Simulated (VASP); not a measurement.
Input:

```yaml
crystal:
  lattice:
    - [2.54257, 0.00000, 0.00000]
    - [-1.27129, 2.20193, 0.00000]
    - [0.00000, 0.00000, 4.20545]
  atoms:
    - { symbol: B, position: [0.66667, 0.33333, 0.99979] }
    - { symbol: B, position: [0.33333, 0.66667, 0.49979] }
    - { symbol: N, position: [0.66667, 0.33333, 0.62521] }
    - { symbol: N, position: [0.33333, 0.66667, 0.12521] }
```

These are PBEsol GGA, VASP's PBE PAW potentials (set 64) (plane waves; VASP) values and carry that method's errors. Run with 650 eV cut-off, 9×9×5 Γ-centred mesh, Gaussian smearing of 0.050 eV, potentials B N.

Give the elastic stiffness tensor with the ions relaxed (GPa, in the frame of the cell).

```csv
,xx,yy,zz,yz,xz,xy
xx,951,141,62.6,0.0,0.0,0.0
yy,141,951,62.6,0.0,0.0,0.0
zz,62.6,62.6,1050,0.0,0.0,0.0
yz,0.0,0.0,0.0,333,0.0,0.0
xz,0.0,0.0,0.0,0.0,333,0.0
xy,0.0,0.0,0.0,0.0,0.0,405
```

Estimate the Hill bulk modulus, Hill shear modulus, Young's modulus, Poisson's ratio.

The Hill bulk modulus is 387 GPa and the Hill shear modulus comes out as 389 GPa. The Young's modulus is 875 GPa and the Poisson's ratio is 0.124.

The structure comes from a computed database's BN entry (P6_3mc); how it stands against other phases isn't given here. It was relaxed first.
